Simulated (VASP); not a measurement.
All values below come from LDA (Ceperley-Alder, Perdew-Zunger), VASP's LDA PAW potentials (set 64) (plane waves; VASP).

A VASP calculation is set up with these files.

INCAR:
```
ALGO = Normal
EDIFF = 1E-7
ENCUT = 520
ICHARG = 11
ISMEAR = 0
LASPH = .True.
LCHARG = .False.
LORBIT = 11
LREAL = .False.
LWAVE = .False.
NELM = 100
PREC = Accurate
SIGMA = 0.05
SYSTEM = NaCl
```

**POSCAR**
```
NaCl
1
    0.0000000000     2.7325309910     2.7325309910
    2.7325309910     0.0000000000     2.7325309910
    2.7325309910     2.7325309910     0.0000000000
Na Cl
1 1
Direct
  0.0000000000   0.0000000000   0.0000000000
  0.5000000000   0.5000000000   0.5000000000
```

**KPOINTS**
```
k-points along high-symmetry lines
15
Line-mode
Reciprocal
  0.000000   0.000000   0.000000 ! GAMMA
  0.500000   0.000000   0.500000 ! X

  0.500000   0.000000   0.500000 ! X
  0.625000   0.250000   0.625000 ! U

  0.375000   0.375000   0.750000 ! K
  0.000000   0.000000   0.000000 ! GAMMA

  0.000000   0.000000   0.000000 ! GAMMA
  0.500000   0.500000   0.500000 ! L

  0.500000   0.500000   0.500000 ! L
  0.500000   0.250000   0.750000 ! W

  0.500000   0.250000   0.750000 ! W
  0.500000   0.000000   0.500000 ! X
```

POTCAR, in this order: Na_pv Cl (LDA.64 set). Program: vasp_std. Read from the step before: CHGCAR.

The run wrote:

**OUTCAR**
```
 ion  position               nearest neighbor table
   1  0.000  0.000  0.000-
   2  0.500  0.500  0.500-
  LATTYP: Found a face centered cubic cell.
 ALAT       =     5.4650619820
 Subroutine PRICEL returns:
 Original cell was already a primitive cell.
 Subroutine GETGRP returns: Found 48 space group operations
The static configuration has the point symmetry O_h .
The dynamic configuration has the point symmetry O_h .
 Subroutine INISYM returns: Found 48 space group operations
   k-points           NKPTS =     90   k-points in BZ     NKDIM =     90   number of bands    NBANDS=     11
   number of dos      NEDOS =    301   number of ions     NIONS =      2
   total plane-waves  NPLWV =  27000
   dimension x,y,z NGX =    30 NGY =   30 NGZ =   30
   dimension x,y,z NGXF=    60 NGYF=   60 NGZF=   60
   ions per type =               1   1
   PREC   = accura    normal or accurate (medium, high low for compatibility)
   ISTART =      0    job   : 0-new  1-cont  2-samecut
   ICHARG =     11    charge: 1-file 2-atom 10-const
   ISPIN  =      1    spin polarized calculation?
   LNONCOLLINEAR =      F non collinear calculations
   LSORBIT =      F    spin-orbit coupling
   INIWAV =      1    electr: 0-lowe 1-rand  2-diag
   ENCUT  =  520.0 eV  38.22 Ry    6.18 a.u.   7.19  7.19  7.19*2*pi/ulx,y,z
   NELM   =    100;   NELMIN=  2; NELMDL= -5     # of ELM steps
   EDIFF  = 0.1E-06   stopping-criterion for ELM
   LREAL  =      F    real-space projection
   NLSPLINE    = F    spline interpolate recip. space projectors
   LMAXMIX     =    2 max onsite mixed and CHGCAR
   VOSKOWN=      0    Vosko Wilk Nusair interpolation
   EDIFFG = 0.1E-05   stopping-criterion for IOM
   NSW    =      0    number of steps for IOM
   NBLOCK =      1;   KBLOCK =      1    inner block; outer block
   IBRION =     -1    ionic relax: 0-MD 1-quasi-New 2-CG
   NFREE  =      0    steps in history (QN), initial steepest desc. (CG)
   ISIF   =      2    stress and relaxation
   ISYM   =      2    0-nonsym 1-usesym 2-fastsym
   TEIN   =    0.0    initial temperature
   TEBEG  =    0.0;   TEEND  =   0.0 temperature during run
...
```

### OSZICAR
```
       N       E                     dE             d eps       ncg     rms          rms(c)
DAV:   1     0.922317366981E+02    0.92232E+02   -0.74890E+03  1983   0.130E+03
DAV:   2     0.429790710064E+00   -0.91802E+02   -0.85634E+02  2176   0.281E+02
DAV:   3    -0.677238282416E+01   -0.72022E+01   -0.71614E+01  2388   0.783E+01
DAV:   4    -0.691061315530E+01   -0.13823E+00   -0.13807E+00  2289   0.117E+01
DAV:   5    -0.691342743109E+01   -0.28143E-02   -0.28140E-02  2416   0.168E+00
DAV:   6    -0.691351570653E+01   -0.88275E-04   -0.88271E-04  2412   0.295E-01
DAV:   7    -0.691351914188E+01   -0.34354E-05   -0.34354E-05  2570   0.523E-02
DAV:   8    -0.691351927297E+01   -0.13109E-06   -0.13106E-06  2326   0.905E-03
DAV:   9    -0.691351927928E+01   -0.63023E-08   -0.63096E-08  1743   0.177E-03
   1 F= -.69135193E+01 E0= -.69135193E+01  d E =-.182104E-17
```

### OUTCAR
```
 val. band max:       -0.3603242115   @ k =   0.0000   0.0000   0.0000

 cond. band min:       4.7188058293   @ k =   0.0000   0.0000   0.0000



 k-point     1 :       0.0000    0.0000    0.0000
  band No.  band energies     occupation
      1     -20.9882      2.00000
      2     -20.9882      2.00000
      3     -20.9882      2.00000
      4     -13.1831      2.00000
      5      -0.3603      2.00000
      6      -0.3603      2.00000
      7      -0.3603      2.00000
      8       4.7188      0.00000
      9      10.5689      0.00000
     10      10.5689      0.00000
     11      10.5689      0.00000

 k-point     2 :       0.0357    0.0000    0.0357
  band No.  band energies     occupation
      1     -20.9888      2.00000
      2     -20.9883      2.00000
      3     -20.9883      2.00000
      4     -13.1758      2.00000
      5      -0.4076      2.00000
      6      -0.3709      2.00000
      7      -0.3709      2.00000
      8       4.7872      0.00000
      9      10.4685      0.00000
     10      10.6053      0.00000
     11      10.6053      0.00000

 k-point     3 :       0.0714    0.0000    0.0714
  band No.  band energies     occupation
      1     -20.9906      2.00000
      2     -20.9888      2.00000
      3     -20.9888      2.00000
      4     -13.1544      2.00000
      5      -0.5397      2.00000
      6      -0.4019      2.00000
      7      -0.4019      2.00000
      8       4.9823      0.00000
      9      10.2060      0.00000
     10      10.7131      0.00000
     11      10.7131      0.00000

 k-point     4 :       0.1071    0.0000    0.1071
  band No.  band energies     occupation
      1     -20.9934      2.00000
      2     -20.9896      2.00000
      3     -20.9896      2.00000
      4     -13.1201      2.00000
      5      -0.7340      2.00000
      6      -0.4509      2.00000
      7      -0.4509      2.00000
      8       5.2794      0.00000
      9       9.8548      0.00000
     10      10.8888      0.00000
...
```

The density is held fixed in this step, so its total energy and stress have no physical meaning.

The compound is NaCl in the rock salt structure. It was relaxed first, which changed the volume by -9 %.
